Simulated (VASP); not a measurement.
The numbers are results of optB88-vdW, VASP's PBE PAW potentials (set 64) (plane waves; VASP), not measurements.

Input for VASP

### INCAR
```
# general
SYSTEM    =  HfC
PREC      =  Accurate
ENCUT     =  520
LREAL     =  .False.
LASPH     =  .True.

# electronic loop
EDIFF     =  1E-7
NELM      =  100
ALGO      =  Normal
LMAXMIX   =  6

# smearing
ISMEAR    =  1
SIGMA     =  0.1

# functional
GGA       =  BO
LUSE_VDW  =  .True.
AGGAC     =  0.0
PARAM1    =  0.1833333333
PARAM2    =  0.22

# ions
ISIF      =  2

# output
LWAVE     =  .False.
LCHARG    =  .False.
```

### KPOINTS
```
Regular mesh
0
G
14 14 14
0 0 0
```

### POSCAR
```
HfC
1
    0.0000000000     2.3240012021     2.3240012021
    2.3240012021     0.0000000000     2.3240012021
    2.3240012021     2.3240012021     0.0000000000
Hf C
1 1
Direct
  0.0000000000   0.0000000000   0.0000000000
  0.5000000000   0.5000000000   0.5000000000
```

POTCAR, in this order: Hf_pv C (PBE.64 set). Program: vasp_std.

What VASP printed:

File OUTCAR:
```
 ion  position               nearest neighbor table
   1  0.000  0.000  0.000-   2 2.32   2 2.32   2 2.32   2 2.32   2 2.32   2 2.32
   2  0.500  0.500  0.500-   1 2.32   1 2.32   1 2.32   1 2.32   1 2.32   1 2.32
  LATTYP: Found a face centered cubic cell.
 ALAT       =     4.6480024042
 Subroutine PRICEL returns:
 Original cell was already a primitive cell.
 Subroutine GETGRP returns: Found 48 space group operations
The static configuration has the point symmetry O_h .
The dynamic configuration has the point symmetry O_h .
 Subroutine INISYM returns: Found 48 space group operations
 Subroutine IBZKPT returns following result:
 Found    104 irreducible k-points:

 Following reciprocal coordinates:
            Coordinates               Weight
  0.000000  0.000000  0.000000      1.000000
  0.071429  0.000000  0.000000      8.000000
  0.142857  0.000000  0.000000      8.000000
  0.214286  0.000000  0.000000      8.000000
  0.285714  0.000000  0.000000      8.000000
  0.357143  0.000000  0.000000      8.000000
  0.428571  0.000000  0.000000      8.000000
  0.500000  0.000000  0.000000      4.000000
  0.071429  0.071429  0.000000      6.000000
  0.142857  0.071429  0.000000     24.000000
  0.214286  0.071429  0.000000     24.000000
  0.285714  0.071429  0.000000     24.000000
  0.357143  0.071429  0.000000     24.000000
  0.428571  0.071429  0.000000     24.000000
  0.500000  0.071429  0.000000     24.000000
 -0.428571  0.071429  0.000000     24.000000
 -0.357143  0.071429  0.000000     24.000000
 -0.285714  0.071429  0.000000     24.000000
 -0.214286  0.071429  0.000000     24.000000
 -0.142857  0.071429  0.000000     24.000000
 -0.071429  0.071429  0.000000     12.000000
  0.142857  0.142857  0.000000      6.000000
  0.214286  0.142857  0.000000     24.000000
  0.285714  0.142857  0.000000     24.000000
...
```

File OSZICAR:
```
       N       E                     dE             d eps       ncg     rms          rms(c)
DAV:   1     0.271433415926E+02    0.27143E+02   -0.78976E+03  2296   0.122E+03
DAV:   2    -0.191672643163E+02   -0.46311E+02   -0.44188E+02  3004   0.216E+02
DAV:   3    -0.209164177502E+02   -0.17492E+01   -0.17185E+01  2921   0.320E+01
DAV:   4    -0.209330089055E+02   -0.16591E-01   -0.16571E-01  2777   0.333E+00
DAV:   5    -0.209332389053E+02   -0.23000E-03   -0.22995E-03  2969   0.322E-01    0.564E+01
DAV:   6    -0.175312777875E+02    0.34020E+01   -0.23575E+01  2539   0.247E+01    0.407E+01
DAV:   7    -0.174539038063E+02    0.77374E-01   -0.77874E-01  2633   0.657E+00    0.261E+01
DAV:   8    -0.174511660076E+02    0.27378E-02   -0.70042E-02  2543   0.269E+00    0.768E+00
DAV:   9    -0.174431396613E+02    0.80263E-02   -0.37464E-02  2609   0.114E+00    0.189E+00
DAV:  10    -0.174430483098E+02    0.91351E-04   -0.73392E-04  2685   0.246E-01    0.643E-01
DAV:  11    -0.174430425536E+02    0.57562E-05   -0.33329E-04  2648   0.133E-01    0.524E-02
DAV:  12    -0.174430411310E+02    0.14227E-05   -0.11244E-05  2645   0.311E-02    0.876E-02
DAV:  13    -0.174430403381E+02    0.79292E-06   -0.10743E-06  2966   0.101E-02    0.321E-03
DAV:  14    -0.174430403302E+02    0.78819E-08   -0.21302E-08  1336   0.160E-03
   1 F= -.17443040E+02 E0= -.17443045E+02  d E =0.150518E-04
```

**OUTCAR**
```
------------------------ aborting loop because EDIFF is reached ----------------------------------------
  FORCE on cell =-STRESS in cart. coord.  units (eV):
  Direction    XX          YY          ZZ          XY          YZ          ZX
  --------------------------------------------------------------------------------------
  Total       -0.0115633     -0.0115633     -0.0115633      0.0000000      0.0000000     -0.0000000
  in kB       -0.7379945     -0.7379945     -0.7379945      0.0000000      0.0000000     -0.0000000
  external PRESSURE =      -0.7379945 kB  Pullay stress =       0.0000000 kB
  volume of cell :       25.10
      direct lattice vectors                 reciprocal lattice vectors
     0.000000000  2.324001202  2.324001202    -0.215146188  0.215146188  0.215146188
     2.324001202  0.000000000  2.324001202     0.215146188 -0.215146188  0.215146188
     2.324001202  2.324001202  0.000000000     0.215146188  0.215146188 -0.215146188
 POSITION                                       TOTAL-FORCE (eV/Angst)
 -----------------------------------------------------------------------------------
      0.00000      0.00000      0.00000        -0.000000      0.000000      0.000000
      2.32400      2.32400      2.32400         0.000000     -0.000000     -0.000000
 -----------------------------------------------------------------------------------
    total drift:                                0.000000     -0.000000     -0.000000
  FREE ENERGIE OF THE ION-ELECTRON SYSTEM (eV)
  ---------------------------------------------------
  free  energy   TOTEN  =       -17.4430403302 eV

  energy  without entropy=      -17.4430553820  energy(sigma->0) =      -17.44304535
```
(Selected blocks of OUTCAR.)

OUTCAR:
```
 val. band max:        5.7958261749   @ k =   0.5000   0.5000   0.0000

 cond. band min:       5.8897657410   @ k =   0.4286   0.3571   0.0000


 Fermi energy:         5.8571535174

 k-point     1 :       0.0000    0.0000    0.0000
  band No.  band energies     occupation
      1     -23.8093      2.00000
      2     -23.8093      2.00000
      3     -23.8093      2.00000
      4      -6.3630      2.00000
      5       6.8641     -0.00000
      6       6.8641     -0.00000
      7       6.8641     -0.00000
      8       7.2579     -0.00000
      9       7.2579     -0.00000
     10       7.2579     -0.00000
     11       9.2495      0.00000

 k-point     2 :       0.0714    0.0000    0.0000
  band No.  band energies     occupation
      1     -23.8445      2.00000
      2     -23.8127      2.00000
      3     -23.8127      2.00000
      4      -6.2354      2.00000
      5       5.9896     -0.06825
      6       6.2479     -0.00000
      7       6.2479     -0.00000
      8       7.5156     -0.00000
      9       7.5156     -0.00000
     10       7.8232     -0.00000
     11       9.8713      0.00000

 k-point     3 :       0.1429    0.0000    0.0000
  band No.  band energies     occupation
      1     -23.9418      2.00000
      2     -23.8222      2.00000
      3     -23.8222      2.00000
      4      -5.8659      2.00000
      5       4.7700      2.00000
      6       5.3333      2.00000
      7       5.3333      2.00000
      8       7.9287      0.00000
      9       7.9287      0.00000
     10       8.2823      0.00000
     11      11.1466      0.00000

 k-point     4 :       0.2143    0.0000    0.0000
  band No.  band energies     occupation
      1     -24.0789      2.00000
      2     -23.8359      2.00000
      3     -23.8359      2.00000
      4      -5.2923      2.00000
      5       3.5028      2.00000
      6       4.4929      2.00000
      7       4.4929      2.00000
      8       8.5281      0.00000
      9       8.5281      0.00000
...
```

Unless said otherwise, spin-orbit coupling is left out, though it shifts the bands of the heavy elements here.

The compound is HfC in the rock salt structure. It was relaxed first.
